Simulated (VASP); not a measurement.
A convergence study with VASP on ZnS (wurtzite): one setting is varied, all else stays as given below, so the limit is that of these other settings.

```xyz
4
Lattice="1.9100 -3.3082 0.0000 1.9100 3.3082 0.0000 0.0000 0.0000 6.2600" Properties=species:S:1:pos:R:3 pbc="T T T"
Zn     1.9100    -1.1027     3.1300
Zn     1.9100     1.1027     0.0000
S      1.9100    -1.1027     5.4775
S      1.9100     1.1027     2.3475
```

The numbers are results of PBE GGA, VASP's PBE PAW potentials (set 64) (plane waves; VASP 6.6.1), not measurements. The tightest run used: 550 eV cut-off, 12×12×6 Monkhorst-Pack mesh, Gaussian smearing of 0.050 eV, potentials Zn S.

**Question.** The settings run are 1×1×1 mesh; 2×2×1 mesh; 3×3×2 mesh; 4×4×2 mesh; 5×5×2 mesh; 6×6×3 mesh; 7×7×4 mesh; 8×8×4 mesh; 9×9×4 mesh; 10×10×5 mesh; 11×11×6 mesh; 12×12×6 mesh. From which on does the energy per atom stay within 0.005 eV/atom of the tightest run?

**Answer.** From 4×4×2 mesh on: it is off by 0.0032 there and by no more than 0.005 in any finer run, while 3×3×2 mesh is off by 0.0552.
```json
[
 {"setting": "1×1×1 mesh", "E (eV/atom)": "-0.0736", "pressure (GPa)": "29.23", "irreducible k-points": "1", "difference judged (eV/atom)": "3.3475"},
 {"setting": "2×2×1 mesh", "E (eV/atom)": "-3.5585", "pressure (GPa)": "0.55", "irreducible k-points": "2", "difference judged (eV/atom)": "0.1373"},
 {"setting": "3×3×2 mesh", "E (eV/atom)": "-3.3659", "pressure (GPa)": "2.42", "irreducible k-points": "3", "difference judged (eV/atom)": "0.0552"},
 {"setting": "4×4×2 mesh", "E (eV/atom)": "-3.4244", "pressure (GPa)": "1.62", "irreducible k-points": "6", "difference judged (eV/atom)": "0.0032"},
 {"setting": "5×5×2 mesh", "E (eV/atom)": "-3.4180", "pressure (GPa)": "1.72", "irreducible k-points": "5", "difference judged (eV/atom)": "0.0032"},
 {"setting": "6×6×3 mesh", "E (eV/atom)": "-3.4210", "pressure (GPa)": "1.64", "irreducible k-points": "24", "difference judged (eV/atom)": "0.0002"},
 {"setting": "7×7×4 mesh", "E (eV/atom)": "-3.4210", "pressure (GPa)": "1.65", "irreducible k-points": "16", "difference judged (eV/atom)": "0.0002"},
 {"setting": "8×8×4 mesh", "E (eV/atom)": "-3.4212", "pressure (GPa)": "1.64", "irreducible k-points": "40", "difference judged (eV/atom)": "0.0000"},
 {"setting": "9×9×4 mesh", "E (eV/atom)": "-3.4212", "pressure (GPa)": "1.64", "irreducible k-points": "24", "difference judged (eV/atom)": "0.0000"},
 {"setting": "10×10×5 mesh", "E (eV/atom)": "-3.4212", "pressure (GPa)": "1.64", "irreducible k-points": "90", "difference judged (eV/atom)": "0.0000"},
 {"setting": "11×11×6 mesh", "E (eV/atom)": "-3.4212", "pressure (GPa)": "1.64", "irreducible k-points": "48", "difference judged (eV/atom)": "0.0000"},
 {"setting": "12×12×6 mesh", "E (eV/atom)": "-3.4212", "pressure (GPa)": "1.64", "irreducible k-points": "126", "difference judged (eV/atom)": "0.0000"}
]
```

Left out are rungs that failed or repeat a setting and relaxations that didn't move; long series are thinned to 24 rows.

The compound is ZnS in the wurtzite structure, the high-temperature form. The cell was not relaxed at this level.
